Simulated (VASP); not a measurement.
Computed with AM05 GGA, VASP's PBE PAW potentials (set 64) (plane waves; VASP 6.6.1).

Input for VASP

File POSCAR:
```
Ni
1
    0.0000000000     1.7286614852     1.7286614852
    1.7286614852     0.0000000000     1.7286614852
    1.7286614852     1.7286614852     0.0000000000
Ni
1
Direct
  0.0000000000   0.0000000000   0.0000000000
```

### INCAR
```
# general
SYSTEM  = Ni
PREC    = Accurate
ENCUT   = 520
LREAL   = .False.
LASPH   = .True.

# electronic loop
EDIFF   = 1E-7
NELM    = 100
ALGO    = Normal
LMAXMIX = 4

# smearing
ISMEAR  = -5

# functional
GGA     = AM

# spin
ISPIN   = 2
MAGMOM  = 0.6

# ions
ISIF    = 2

# output
LWAVE   = .False.
LCHARG  = .True.
LORBIT  = 11
NEDOS   = 601
```

KPOINTS:
```
Automatic mesh
0
Gamma
20 20 20
0 0 0
```

POTCAR, in this order: Ni (PBE.64 set). Program: vasp_std.

What VASP printed:

### OUTCAR
```
 ion  position               nearest neighbor table
   1  0.000  0.000  0.000-
  LATTYP: Found a face centered cubic cell.
 ALAT       =     3.4573229704
 Subroutine PRICEL returns:
 Original cell was already a primitive cell.
 Subroutine GETGRP returns: Found 48 space group operations
The static configuration has the point symmetry O_h .
The dynamic configuration has the point symmetry O_h .
The overall configuration has the point symmetry O_h .
 Subroutine INISYM returns: Found 48 space group operations
 Subroutine IBZKPT returns following result:
 Found    256 irreducible k-points:

 Following reciprocal coordinates:
            Coordinates               Weight
  0.000000  0.000000  0.000000      1.000000
  0.050000  0.000000  0.000000      8.000000
  0.100000  0.000000  0.000000      8.000000
  0.150000  0.000000  0.000000      8.000000
  0.200000  0.000000  0.000000      8.000000
  0.250000  0.000000  0.000000      8.000000
  0.300000  0.000000  0.000000      8.000000
  0.350000  0.000000  0.000000      8.000000
  0.400000  0.000000  0.000000      8.000000
  0.450000  0.000000  0.000000      8.000000
  0.500000  0.000000  0.000000      4.000000
  0.050000  0.050000  0.000000      6.000000
  0.100000  0.050000  0.000000     24.000000
  0.150000  0.050000  0.000000     24.000000
  0.200000  0.050000  0.000000     24.000000
  0.250000  0.050000  0.000000     24.000000
  0.300000  0.050000  0.000000     24.000000
  0.350000  0.050000  0.000000     24.000000
  0.400000  0.050000  0.000000     24.000000
  0.450000  0.050000  0.000000     24.000000
  0.500000  0.050000  0.000000     24.000000
 -0.450000  0.050000  0.000000     24.000000
 -0.400000  0.050000  0.000000     24.000000
 -0.350000  0.050000  0.000000     24.000000
...
```

### OSZICAR
```
       N       E                     dE             d eps       ncg     rms          rms(c)
DAV:   1     0.221832451334E+02    0.22183E+02   -0.48898E+03  9432   0.146E+03
DAV:   2    -0.663073441609E+01   -0.28814E+02   -0.27959E+02  9327   0.166E+02
DAV:   3    -0.706303928467E+01   -0.43230E+00   -0.43185E+00 10736   0.272E+01
DAV:   4    -0.706706253397E+01   -0.40232E-02   -0.40203E-02 10371   0.227E+00
DAV:   5    -0.706716459049E+01   -0.10206E-03   -0.10189E-03 10522   0.314E-01    0.110E+01
DAV:   6    -0.622686419508E+01    0.84030E+00   -0.17809E+01  9659   0.698E+01    0.577E+00
DAV:   7    -0.591640808221E+01    0.31046E+00   -0.27496E+00  9731   0.257E+01    0.206E+00
DAV:   8    -0.589775357723E+01    0.18655E-01   -0.24699E-02 13429   0.184E+00    0.967E-01
DAV:   9    -0.589510230973E+01    0.26513E-02   -0.16245E-03 13667   0.388E-01    0.276E-01
DAV:  10    -0.589445984411E+01    0.64247E-03   -0.42708E-04 13133   0.168E-01    0.452E-02
DAV:  11    -0.589441174055E+01    0.48104E-04   -0.66817E-05 11738   0.977E-02    0.310E-02
DAV:  12    -0.589441073273E+01    0.10078E-05   -0.19770E-06 11104   0.186E-02    0.103E-02
DAV:  13    -0.589441285633E+01   -0.21236E-05   -0.50441E-07  9806   0.974E-03    0.397E-03
DAV:  14    -0.589441300363E+01   -0.14730E-06   -0.33696E-08  4766   0.282E-03    0.894E-04
DAV:  15    -0.589441302724E+01   -0.23613E-07   -0.72320E-09  4727   0.116E-03
   1 F= -.58944130E+01 E0= -.58944130E+01  d E =0.000000E+00  mag=     0.6009
```

### OUTCAR
```
------------------------ aborting loop because EDIFF is reached ----------------------------------------
  FORCE on cell =-STRESS in cart. coord.  units (eV):
  Direction    XX          YY          ZZ          XY          YZ          ZX
  --------------------------------------------------------------------------------------
  Total        0.0050672      0.0050672      0.0050672     -0.0000000      0.0000000     -0.0000000
  in kB        0.7858139      0.7858139      0.7858139     -0.0000000      0.0000000     -0.0000000
  external PRESSURE =       0.7858139 kB  Pullay stress =       0.0000000 kB
  volume of cell :       10.33
      direct lattice vectors                 reciprocal lattice vectors
     0.000000000  1.728661485  1.728661485    -0.289241129  0.289241129  0.289241129
     1.728661485  0.000000000  1.728661485     0.289241129 -0.289241129  0.289241129
     1.728661485  1.728661485  0.000000000     0.289241129  0.289241129 -0.289241129
 POSITION                                       TOTAL-FORCE (eV/Angst)
 -----------------------------------------------------------------------------------
      0.00000      0.00000      0.00000        -0.000000     -0.000000      0.000000
 -----------------------------------------------------------------------------------
    total drift:                                0.000000     -0.000000      0.000000
  FREE ENERGIE OF THE ION-ELECTRON SYSTEM (eV)
  ---------------------------------------------------
  free  energy   TOTEN  =        -5.8944130272 eV

  energy  without entropy=       -5.8944130272  energy(sigma->0) =       -5.89441303

 total charge

# of ion       s       p       d       tot
------------------------------------------
    1        0.521   0.549   8.336   9.406

 magnetization (x)

# of ion       s       p       d       tot
------------------------------------------
    1       -0.007  -0.024   0.636   0.605
```
(Selected blocks of OUTCAR.)

File OUTCAR:
```
 val. band max:        9.9754413350   @ k =   0.4000   0.4000   0.0000

 cond. band min:       9.8852032001   @ k =   0.3500   0.3500   0.0000


 Fermi energy:         9.9437300901

 spin component 1

 k-point     1 :       0.0000    0.0000    0.0000
  band No.  band energies     occupation
      1       0.5223      1.00000
      2       7.4000      1.00000
      3       7.4000      1.00000
      4       7.4000      1.00000
      5       8.6416      1.00000
      6       8.6416      1.00000
      7      34.0031      0.00000
      8      38.3278      0.00000
      9      38.3278      0.00000

 k-point     2 :       0.0500    0.0000    0.0000
  band No.  band energies     occupation
      1       0.6242      1.00000
      2       7.3719      1.00000
      3       7.4239      1.00000
      4       7.4239      1.00000
      5       8.6311      1.00000
      6       8.6311      1.00000
      7      33.7444      0.00000
      8      36.9142      0.00000
      9      38.0952      0.00000

 k-point     3 :       0.1000    0.0000    0.0000
  band No.  band energies     occupation
      1       0.9259      1.00000
      2       7.2939      1.00000
      3       7.4884      1.00000
      4       7.4884      1.00000
      5       8.6065      1.00000
      6       8.6065      1.00000
      7      32.4279      0.00000
      8      35.4994      0.00000
      9      37.6013      0.00000

 k-point     4 :       0.1500    0.0000    0.0000
  band No.  band energies     occupation
      1       1.4152      1.00000
      2       7.1860      1.00000
      3       7.5703      1.00000
      4       7.5703      1.00000
      5       8.5903      1.00000
      6       8.5903      1.00000
      7      30.0483      0.00000
      8      34.9832      0.00000
      9      37.0787      0.00000

 k-point     5 :       0.2000    0.0000    0.0000
  band No.  band energies     occupation
      1       2.0665      1.00000
...
```

For a metal the tetrahedron method with Blöchl corrections gives inexact stress and forces.

The compound is Ni in the fcc structure. It was relaxed first, which changed the volume by -5 %.
